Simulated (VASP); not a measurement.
A convergence study with VASP on Ge (diamond): one setting is varied, all else stays as given below, so the limit is that of these other settings.

```xyz
2
Lattice="0.0000 2.8290 2.8290 2.8290 0.0000 2.8290 2.8290 2.8290 0.0000" Properties=species:S:1:pos:R:3 pbc="T T T"
Ge     0.0000     0.0000     0.0000
Ge     1.4145     1.4145     1.4145
```

Method: PBE GGA, VASP's PBE PAW potentials (set 64) (plane waves; VASP 6.6.1). The tightest run used: 550 eV cut-off, 17×17×17 Γ-centred mesh, Gaussian smearing of 0.050 eV, potentials Ge_d.

```tsv
setting	E (eV/atom)	pressure (GPa)	irreducible k-points
1×1×1 mesh	5.4233	54.74	1
2×2×2 mesh	-3.0329	11.19	3
3×3×3 mesh	-4.1188	5.38	4
4×4×4 mesh	-4.3745	4.07	8
5×5×5 mesh	-4.4537	3.72	10
6×6×6 mesh	-4.4825	3.62	16
7×7×7 mesh	-4.4943	3.59	20
8×8×8 mesh	-4.4995	3.60	29
```

Task: These are the cheaper rows. Estimate the results at 17×17×17 mesh, and how far the last row shown lies from them.

Result: 
```
quantity        tightest run  last row shown is off by
--------------  ------------  ------------------------
E (eV/atom)          -4.5051                    0.0056
pressure (GPa)          3.64                     -0.04
```

Left out are rungs that failed or repeat a setting and relaxations that didn't move; long series are thinned to 24 rows.

The compound is Ge in the diamond structure. The cell was not relaxed at this level.
